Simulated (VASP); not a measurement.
OSZICAR of a VASP run on Mn (space group P6_3/mmc):

### OSZICAR
```
       N       E                     dE             d eps       ncg     rms          rms(c)
DAV:   1     0.201470202207E+03    0.20147E+03   -0.14741E+04  8344   0.190E+03
DAV:   2    -0.280749275024E+02   -0.22955E+03   -0.22695E+03  8308   0.483E+02
DAV:   3    -0.368414783151E+02   -0.87666E+01   -0.85822E+01  9297   0.110E+02
DAV:   4    -0.369933213830E+02   -0.15184E+00   -0.15106E+00  9022   0.140E+01
DAV:   5    -0.369961492333E+02   -0.28279E-02   -0.28264E-02  9116   0.199E+00    0.224E+01
DAV:   6    -0.289208681852E+02    0.80753E+01   -0.40322E+01  8418   0.830E+01    0.441E+00
DAV:   7    -0.284037944581E+02    0.51707E+00   -0.18196E+00  8422   0.189E+01    0.141E+00
DAV:   8    -0.285311246052E+02   -0.12733E+00   -0.11443E-01  8776   0.262E+00    0.963E-01
DAV:   9    -0.281881727015E+02    0.34295E+00   -0.60648E-01  8552   0.592E+00    0.158E+00
DAV:  10    -0.285314617454E+02   -0.34329E+00   -0.45002E-01  8441   0.528E+00    0.134E-01
DAV:  11    -0.285326260650E+02   -0.11643E-02   -0.49901E-03  8410   0.834E-01    0.682E-02
DAV:  12    -0.285330249776E+02   -0.39891E-03   -0.13848E-04  8745   0.154E-01    0.347E-02
DAV:  13    -0.285332493101E+02   -0.22433E-03   -0.15687E-04  8316   0.128E-01    0.139E-02
DAV:  14    -0.285333250931E+02   -0.75783E-04   -0.55481E-06  8534   0.291E-02    0.132E-02
DAV:  15    -0.285333825177E+02   -0.57425E-04   -0.12154E-05  8523   0.426E-02    0.132E-03
DAV:  16    -0.285333953868E+02   -0.12869E-04   -0.32664E-07  7698   0.692E-03    0.512E-04
DAV:  17    -0.285334019229E+02   -0.65362E-05   -0.62610E-08  4081   0.317E-03    0.527E-04
DAV:  18    -0.285334032274E+02   -0.13045E-05   -0.15418E-08  4080   0.162E-03    0.220E-04
DAV:  19    -0.285334043780E+02   -0.11506E-05   -0.63872E-09  4080   0.103E-03    0.436E-05
DAV:  20    -0.285334041472E+02    0.23087E-06   -0.10298E-09  4080   0.379E-04    0.439E-05
DAV:  21    -0.285334044322E+02   -0.28499E-06   -0.34157E-10  4080   0.216E-04    0.247E-05
DAV:  22    -0.285334042887E+02    0.14349E-06   -0.13220E-10  4080   0.137E-04    0.196E-05
DAV:  23    -0.285334043081E+02   -0.19437E-07   -0.45298E-11  4080   0.715E-05
   1 F= -.28533404E+02 E0= -.28533404E+02  d E =0.000000E+00
       N       E                     dE             ncg
```

**Question.** Which electronic solver shows in the log?

**Answer.** It is blocked Davidson (ALGO = Normal, or the opening steps of other solvers). The INCAR had ALGO = Normal.

**Question.** How was spin treated?

**Answer.** Without spin polarisation: there is no mag entry.

**Question.** Can the final energy be trusted as converged?

**Answer.** The calculation finished and met its thresholds. It stopped with EDIFF = 1E-7, NELM = 100 (r2SCAN meta-GGA, plane waves, VASP's PBE PAW potentials (set 64)).

The structure comes from a computed database's Mn entry (P6_3/mmc); how it stands against other phases isn't given here. It was relaxed first. The run is not spin-polarised, so no magnetic state was tried.
